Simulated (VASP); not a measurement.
These are PBEsol GGA, VASP's PBE PAW potentials (set 64) (plane waves; VASP) values and carry that method's errors. Each cell was relaxed at this level.

Question: Which of these has an unstable (imaginary) mode at Γ?
A) MgSn, Pm-3m (221)
B) ZrPbO3, Pm-3m (221)
C) Zr, P6_3/mmc (194)
D) CaAlSiH, P3m1 (156)

Answer: B, ZrPbO3, Pm-3m (221). Its optical Γ-point modes are 134i (×3), 69 (×3), 155 (×3), 555 (×3) cm⁻¹.
